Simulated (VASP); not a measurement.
Method: LDA (Ceperley-Alder, Perdew-Zunger), VASP's LDA PAW potentials (set 64) (plane waves; VASP).

VASP ran on this input.

POSCAR:
```
Ir
2.7003640
  0.0000000000   0.7071066790   0.7071066790
  0.7071066790   0.0000000000   0.7071066790
  0.7071066790   0.7071066790   0.0000000000
Ir
1
Cartesian
  0.7071066790   0.0000000000   0.7071066790
```

### KPOINTS
```
kpoints
0
G
18 18 18
```

**INCAR**
```
SYSTEM = Ir
PREC = Accurate
ENCUT = 400
EDIFF = 1E-7
NELM = 100
ALGO = Normal
LREAL = .FALSE.
LASPH = .TRUE.
ISMEAR = -5
LMAXMIX = 6
LWAVE = .FALSE.
LCHARG = .TRUE.
LORBIT = 11
NEDOS = 601
ISIF = 2
```

POTCAR, in this order: Ir (LDA.64 set). Program: vasp_std.

What VASP printed:

File OUTCAR:
```
 ion  position               nearest neighbor table
   1  0.000  0.000  0.000-
  LATTYP: Found a face centered cubic cell.
 ALAT       =     3.8188908404
 Subroutine PRICEL returns:
 Original cell was already a primitive cell.
 Subroutine GETGRP returns: Found 48 space group operations
The static configuration has the point symmetry O_h .
The dynamic configuration has the point symmetry O_h .
 Subroutine INISYM returns: Found 48 space group operations
 Subroutine IBZKPT returns following result:
 Found    195 irreducible k-points:

 Following reciprocal coordinates:
            Coordinates               Weight
  0.000000  0.000000  0.000000      1.000000
  0.055556  0.000000  0.000000      8.000000
  0.111111  0.000000  0.000000      8.000000
  0.166667  0.000000  0.000000      8.000000
  0.222222  0.000000  0.000000      8.000000
  0.277778  0.000000  0.000000      8.000000
  0.333333  0.000000  0.000000      8.000000
  0.388889  0.000000  0.000000      8.000000
  0.444444  0.000000  0.000000      8.000000
  0.500000  0.000000  0.000000      4.000000
  0.055556  0.055556  0.000000      6.000000
  0.111111  0.055556  0.000000     24.000000
  0.166667  0.055556  0.000000     24.000000
  0.222222  0.055556  0.000000     24.000000
  0.277778  0.055556  0.000000     24.000000
  0.333333  0.055556  0.000000     24.000000
  0.388889  0.055556  0.000000     24.000000
  0.444444  0.055556  0.000000     24.000000
  0.500000  0.055556  0.000000     24.000000
 -0.444444  0.055556  0.000000     24.000000
 -0.388889  0.055556  0.000000     24.000000
 -0.333333  0.055556  0.000000     24.000000
 -0.277778  0.055556  0.000000     24.000000
 -0.222222  0.055556  0.000000     24.000000
 -0.166667  0.055556  0.000000     24.000000
 -0.111111  0.055556  0.000000     24.000000
 -0.055556  0.055556  0.000000     12.000000
  0.111111  0.111111  0.000000      6.000000
  0.166667  0.111111  0.000000     24.000000
  0.222222  0.111111  0.000000     24.000000
  0.277778  0.111111  0.000000     24.000000
  0.333333  0.111111  0.000000     24.000000
  0.388889  0.111111  0.000000     24.000000
  0.444444  0.111111  0.000000     24.000000
  0.500000  0.111111  0.000000     24.000000
 -0.444444  0.111111  0.000000     24.000000
 -0.388889  0.111111  0.000000     24.000000
 -0.333333  0.111111  0.000000     24.000000
 -0.277778  0.111111  0.000000     24.000000
 -0.222222  0.111111  0.000000     24.000000
   k-points           NKPTS =    195   k-points in BZ     NKDIM =    195   number of bands    NBANDS=      8
   number of dos      NEDOS =    601   number of ions     NIONS =      1
   total plane-waves  NPLWV =   5832
   dimension x,y,z NGX =    18 NGY =   18 NGZ =   18
   dimension x,y,z NGXF=    36 NGYF=   36 NGZF=   36
   ions per type =               1
   PREC   = accura    normal or accurate (medium, high low for compatibility)
   ISTART =      0    job   : 0-new  1-cont  2-samecut
   ICHARG =      2    charge: 1-file 2-atom 10-const
   ISPIN  =      1    spin polarized calculation?
   LNONCOLLINEAR =      F non collinear calculations
   LSORBIT =      F    spin-orbit coupling
   INIWAV =      1    electr: 0-lowe 1-rand  2-diag
   ENCUT  =  400.0 eV  29.40 Ry    5.42 a.u.   4.40  4.40  4.40*2*pi/ulx,y,z
   NELM   =    100;   NELMIN=  2; NELMDL= -5     # of ELM steps
   EDIFF  = 0.1E-06   stopping-criterion for ELM
   LREAL  =      F    real-space projection
   NLSPLINE    = F    spline interpolate recip. space projectors
   LMAXMIX     =    6 max onsite mixed and CHGCAR
   VOSKOWN=      0    Vosko Wilk Nusair interpolation
...
```

**OSZICAR**
```
       N       E                     dE             d eps       ncg     rms          rms(c)
DAV:   1     0.313567656005E+02    0.31357E+02   -0.38596E+03  3416   0.819E+02
DAV:   2    -0.104185163310E+02   -0.41775E+02   -0.40336E+02  3128   0.185E+02
DAV:   3    -0.109351862153E+02   -0.51667E+00   -0.51622E+00  4656   0.274E+01
DAV:   4    -0.109376609134E+02   -0.24747E-02   -0.24791E-02  3896   0.132E+00
DAV:   5    -0.109376802433E+02   -0.19330E-04   -0.19175E-04  4864   0.737E-02    0.163E+01
DAV:   6    -0.104265521172E+02    0.51113E+00   -0.10740E+00  3648   0.144E+01    0.655E+00
DAV:   7    -0.103326153581E+02    0.93937E-01   -0.30674E-01  4128   0.707E+00    0.156E+00
DAV:   8    -0.103261397708E+02    0.64756E-02   -0.20085E-03  3440   0.703E-01    0.556E-01
DAV:   9    -0.103249084991E+02    0.12313E-02   -0.94494E-04  4160   0.536E-01    0.336E-02
DAV:  10    -0.103249074199E+02    0.10792E-05   -0.64870E-06  4440   0.304E-02    0.568E-03
DAV:  11    -0.103249081956E+02   -0.77569E-06   -0.22789E-07  4168   0.417E-03    0.645E-04
DAV:  12    -0.103249081707E+02    0.24921E-07   -0.56588E-09  1992   0.939E-04
   1 F= -.10324908E+02 E0= -.10324908E+02  d E =0.000000E+00
```

**OUTCAR**
```
------------------------ aborting loop because EDIFF is reached ----------------------------------------
  FORCE on cell =-STRESS in cart. coord.  units (eV):
  Direction    XX          YY          ZZ          XY          YZ          ZX
  --------------------------------------------------------------------------------------
  Total        0.0074439      0.0074439      0.0074439     -0.0000000     -0.0000000     -0.0000000
  in kB        0.8565613      0.8565613      0.8565613     -0.0000000     -0.0000000     -0.0000000
  external PRESSURE =       0.8565613 kB  Pullay stress =       0.0000000 kB
  volume of cell :       13.92
      direct lattice vectors                 reciprocal lattice vectors
     0.000000000  1.909445420  1.909445420    -0.261856136  0.261856136  0.261856136
     1.909445420  0.000000000  1.909445420     0.261856136 -0.261856136  0.261856136
     1.909445420  1.909445420  0.000000000     0.261856136  0.261856136 -0.261856136
 POSITION                                       TOTAL-FORCE (eV/Angst)
 -----------------------------------------------------------------------------------
      0.00000      0.00000      0.00000        -0.000000      0.000000     -0.000000
 -----------------------------------------------------------------------------------
    total drift:                                0.000000     -0.000000      0.000000
  FREE ENERGIE OF THE ION-ELECTRON SYSTEM (eV)
  ---------------------------------------------------
  free  energy   TOTEN  =       -10.3249081707 eV

  energy  without entropy=      -10.3249081707  energy(sigma->0) =      -10.32490817

 total charge

# of ion       s       p       d       tot
------------------------------------------
    1        0.686   0.758   7.023   8.467
```
(Selected blocks of OUTCAR.)

OUTCAR:
```
 val. band max:       10.6084412868   @ k =   0.5000   0.3889   0.0556

 cond. band min:      10.5229738503   @ k =   0.3333   0.0556   0.0000


 Fermi energy:        10.5846766637

 k-point     1 :       0.0000    0.0000    0.0000
  band No.  band energies     occupation
      1      -0.6837      2.00000
      2       6.5776      2.00000
      3       6.5776      2.00000
      4       6.5776      2.00000
      5       9.3742      2.00000
      6       9.3742      2.00000
      7      24.9042      0.00000
      8      30.5393      0.00000

 k-point     2 :       0.0556    0.0000    0.0000
  band No.  band energies     occupation
      1      -0.5436      2.00000
      2       6.5021      2.00000
      3       6.6393      2.00000
      4       6.6393      2.00000
      5       9.3335      2.00000
      6       9.3335      2.00000
      7      25.1496      0.00000
      8      29.8015      0.00000

 k-point     3 :       0.1111    0.0000    0.0000
  band No.  band energies     occupation
      1      -0.1378      2.00000
      2       6.3089      2.00000
      3       6.8010      2.00000
      4       6.8010      2.00000
      5       9.2443      2.00000
      6       9.2443      2.00000
      7      25.8236      0.00000
      8      28.3533      0.00000

 k-point     4 :       0.1667    0.0000    0.0000
  band No.  band energies     occupation
      1       0.4819      2.00000
      2       6.0927      2.00000
      3       6.9836      2.00000
      4       6.9836      2.00000
      5       9.2080      2.00000
      6       9.2080      2.00000
      7      26.5172      0.00000
      8      27.0271      0.00000

 k-point     5 :       0.2222    0.0000    0.0000
  band No.  band energies     occupation
      1       1.2045      2.00000
      2       6.0072      2.00000
      3       7.0624      2.00000
      4       7.0624      2.00000
      5       9.3696      2.00000
      6       9.3696      2.00000
      7      25.2145      0.00000
...
```

For a metal the tetrahedron method with Blöchl corrections gives inexact stress and forces. Unless said otherwise, spin-orbit coupling is left out, though it shifts the bands of the heavy elements here.

The compound is Ir in the fcc structure. It was relaxed first.
